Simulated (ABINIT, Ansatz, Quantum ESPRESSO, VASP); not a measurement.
**SiRu (Pm-3m, 2 atoms in the cell) computed with different codes at matched settings**

Self-consistent single point.

```xyz
2
Lattice="2.9161 0.0000 0.0000 0.0000 2.9161 0.0000 0.0000 0.0000 2.9161" Properties=species:S:1:pos:R:3 pbc="T T T"
Si     1.4581     1.4581     1.4581
Ru     0.0000     0.0000     0.0000
```

All programs got the same cell, k-point mesh and kind of occupations (in Ansatz's words: kpoints.mp_grid.grid = 8 8 8; scf.occupations.method = fermi_dirac; scf.occupations.width = 0.0073 Ry); potentials, basis and cutoffs are each program's usual ones.

```csv
code,model,pressure (GPa),cutoff
VASP,"LDA (PZ), VASP's LDA PAW potentials (set 64)",-6.61,300 eV
ABINIT,"LDA (PW92), PAW (JTH v2.0 LDA PAW)",-6.49,544 eV
Quantum ESPRESSO,"LDA (PZ), GBRV 1.5 ultrasoft (LDA) pseudopotentials",-6.82,40 Ry
Ansatz,"LDA (PW92), default PAW files made with PBE",-6.86,30.9 Ry
```

The spread over the programs that give each value: pressure within 0.37 GPa.

The starting cell comes from a database of computed structures (which also holds hypothetical and non-ambient phases and stackings), without a prior relaxation at this level. On Ansatz's run: Spin polarisation is off. In the base run, with a pressure of about -7 GPa the cell is away from its equilibrium volume at this level.

Question: Why do the programs differ, and what cannot be compared?

Answer: Differences of this kind can come from the potentials, where these differ, and from what each basis and cutoff leave unconverged. The valence holds different numbers of electrons (VASP 18, ABINIT 20, Quantum ESPRESSO 20, Ansatz (a first-principles code) 20). The zero of total energies and Fermi levels follows the potentials and each program's conventions, so they are not compared here. Ansatz's pressure is given at a fixed set of plane waves, as the other plane-wave codes print theirs; with its correction for the finite basis it is -6.81 GPa. Ansatz's smearing width was typed in Ry to four decimals, so it matches the others to a few per cent. The same LDA comes in different parametrisations, which differ slightly.

VASP's run is marked for a possible Pulay error in its stress at this cutoff; no cutoff test was made.

Left out of this page: GPAW, CP2K, Elk, FLEUR and SIESTA (not drawn, or without a comparable value).

Keys are those of Ansatz 0.2.
